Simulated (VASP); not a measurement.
Method: r2SCAN meta-GGA, VASP's PBE PAW potentials (set 64) (plane waves; VASP).

Input for VASP

File POSCAR:
```
Ti
1
    1.4336162451    -2.4830962332     0.0000000000
    1.4336162451     2.4830962332    -0.0000000000
    0.0000000000    -0.0000000000     4.5243336320
Ti
2
Direct
  0.3333330000   0.6666670000   0.2500000000
  0.6666670000   0.3333330000   0.7500000000
```

**KPOINTS**
```
Automatic mesh
0
Gamma
15 15 8
0 0 0
```

INCAR:
```
! general
SYSTEM   =  Ti
PREC     =  Accurate
ENCUT    =  500
LREAL    =  .FALSE.
LASPH    =  .TRUE.

! electronic loop
EDIFF    =  1E-6
NELM     =  100
ALGO     =  Normal
LMAXMIX  =  4
LMIXTAU  =  .TRUE.

! smearing
ISMEAR   =  1
SIGMA    =  0.1

! functional
METAGGA  =  R2SCAN

! ions
IBRION   =  2
NSW      =  40
ISIF     =  3
EDIFFG   =  -0.02
PSTRESS  =  100

! output
LWAVE    =  .FALSE.
LCHARG   =  .FALSE.
```

POTCAR, in this order: Ti_sv (PBE.64 set). Program: vasp_std.

Output of the run:

OSZICAR:
```
       N       E                     dE             d eps       ncg     rms          rms(c)
DAV:   1     0.241589092657E+03    0.24159E+03   -0.13630E+04  4320   0.190E+03
DAV:   2    -0.275876236391E+01   -0.24435E+03   -0.24280E+03  4416   0.508E+02
DAV:   3    -0.330371811481E+02   -0.30278E+02   -0.30032E+02  8520   0.143E+02
DAV:   4    -0.342937427475E+02   -0.12566E+01   -0.12563E+01  4440   0.315E+01
DAV:   5    -0.343616651744E+02   -0.67922E-01   -0.67921E-01  6952   0.518E+00    0.156E+01
DAV:   6    -0.270510748617E+02    0.73106E+01   -0.19673E+01  5400   0.603E+01    0.208E+00
DAV:   7    -0.245489154839E+02    0.25022E+01   -0.31679E+00  7024   0.144E+01    0.255E+00
DAV:   8    -0.250816678054E+02   -0.53275E+00   -0.39727E-01  5368   0.448E+00    0.226E+00
DAV:   9    -0.253055941894E+02   -0.22393E+00   -0.18995E-01  4360   0.586E+00    0.118E+00
DAV:  10    -0.258126651131E+02   -0.50707E+00   -0.43052E-01  4856   0.592E+00    0.443E-01
DAV:  11    -0.258230788370E+02   -0.10414E-01   -0.40932E-02  5816   0.190E+00    0.567E-01
DAV:  12    -0.258067457274E+02    0.16333E-01   -0.76806E-03  4384   0.103E+00    0.415E-01
DAV:  13    -0.258170762227E+02   -0.10330E-01   -0.12971E-02  5072   0.136E+00    0.115E-01
DAV:  14    -0.258222039492E+02   -0.51277E-02   -0.31588E-03  7064   0.512E-01    0.366E-01
DAV:  15    -0.258257582468E+02   -0.35543E-02   -0.11027E-03  4392   0.405E-01    0.242E-01
DAV:  16    -0.258257217766E+02    0.36470E-04   -0.26036E-03  5600   0.528E-01    0.855E-02
DAV:  17    -0.258256912930E+02    0.30484E-04   -0.26596E-04  5664   0.179E-01    0.107E-01
DAV:  18    -0.258257385015E+02   -0.47209E-04   -0.16716E-04  4432   0.172E-01    0.356E-02
DAV:  19    -0.258257551706E+02   -0.16669E-04   -0.45728E-05  4656   0.799E-02    0.109E-02
DAV:  20    -0.258257531848E+02    0.19858E-05   -0.45784E-06  4152   0.265E-02    0.885E-03
DAV:  21    -0.258257522728E+02    0.91200E-06   -0.67911E-07  2648   0.114E-02
   1 F= -.23815269E+02 E0= -.23815288E+02  d E =-.238153E+02
```

File OUTCAR:
```
------------------------ aborting loop because EDIFF is reached ----------------------------------------
  FORCE on cell =-STRESS in cart. coord.  units (eV):
  Direction    XX          YY          ZZ          XY          YZ          ZX
  --------------------------------------------------------------------------------------
  Total        2.0193790      2.0193791      2.0211578      0.0000000     -0.0000000      0.0000000
  in kB      100.4424588    100.4424635    100.5309372      0.0000000     -0.0000000      0.0000000
  external PRESSURE =       0.4719532 kB  Pullay stress =     100.0000000 kB
  volume of cell :       32.21
      direct lattice vectors                 reciprocal lattice vectors
     1.433616245 -2.483096233  0.000000000     0.348768369 -0.201361507  0.000000000
     1.433616245  2.483096233  0.000000000     0.348768369  0.201361507  0.000000000
     0.000000000  0.000000000  4.524333632     0.000000000  0.000000000  0.221027024
 POSITION                                       TOTAL-FORCE (eV/Angst)
 -----------------------------------------------------------------------------------
      1.43362      0.82770      1.13108         0.000000      0.000000      0.000000
      1.43362     -0.82770      3.39325         0.000000     -0.000000      0.000000
 -----------------------------------------------------------------------------------
    total drift:                               -0.000170      0.001048     -0.000018
  FREE ENERGIE OF THE ION-ELECTRON SYSTEM (eV)
  ---------------------------------------------------
  free  energy   TOTEN  =       -25.8257522728 eV

  energy  without entropy=      -25.8258084371  energy(sigma->0) =      -25.82577099
  enthalpy is  TOTEN    =       -23.8152688294 eV   P V=        2.0104834435

 reached required accuracy - stopping structural energy minimisation
```
(Selected blocks of OUTCAR.)

OUTCAR:
```
 val. band max:        9.2219009491   @ k =   0.1333   0.0667   0.3750

 cond. band min:       9.2395341418   @ k =   0.1333   0.0667   0.2500


 Fermi energy:         9.2260007651

 k-point     1 :       0.0000    0.0000    0.0000
  band No.  band energies     occupation
      1     -49.8784      2.00000
      2     -49.6819      2.00000
      3     -25.5467      2.00000
      4     -24.7011      2.00000
      5     -24.7011      2.00000
      6     -24.6040      2.00000
      7     -24.5706      2.00000
      8     -24.5706      2.00000
      9       2.4573      2.00000
     10       6.1636      2.00000
     11      10.0695     -0.00000
     12      10.1290     -0.00000
     13      10.1290     -0.00000
     14      10.2844     -0.00000
     15      10.7307     -0.00000
     16      10.7307     -0.00000

 k-point     2 :       0.0667    0.0000    0.0000
  band No.  band energies     occupation
      1     -49.8722      2.00000
      2     -49.6795      2.00000
      3     -25.5336      2.00000
      4     -24.7278      2.00000
      5     -24.7101      2.00000
      6     -24.6095      2.00000
      7     -24.5985      2.00000
      8     -24.5738      2.00000
      9       2.5962      2.00000
     10       6.2719      2.00000
     11       9.8042     -0.00000
     12       9.8515     -0.00000
     13      10.2302     -0.00000
     14      10.4942     -0.00000
     15      10.6601     -0.00000
     16      10.8203     -0.00000

 k-point     3 :       0.1333    0.0000    0.0000
  band No.  band energies     occupation
      1     -49.8545      2.00000
      2     -49.6729      2.00000
      3     -25.4955      2.00000
      4     -24.8037      2.00000
      5     -24.7348      2.00000
      6     -24.6758      2.00000
      7     -24.6259      2.00000
      8     -24.5835      2.00000
      9       3.0009      2.00000
     10       6.5675      2.00000
     11       9.2218      1.07151
     12       9.4270     -0.01546
     13      10.4388     -0.00000
...
```

The compound is Ti in the hcp structure. It was relaxed first under an external pressure of 10 GPa.
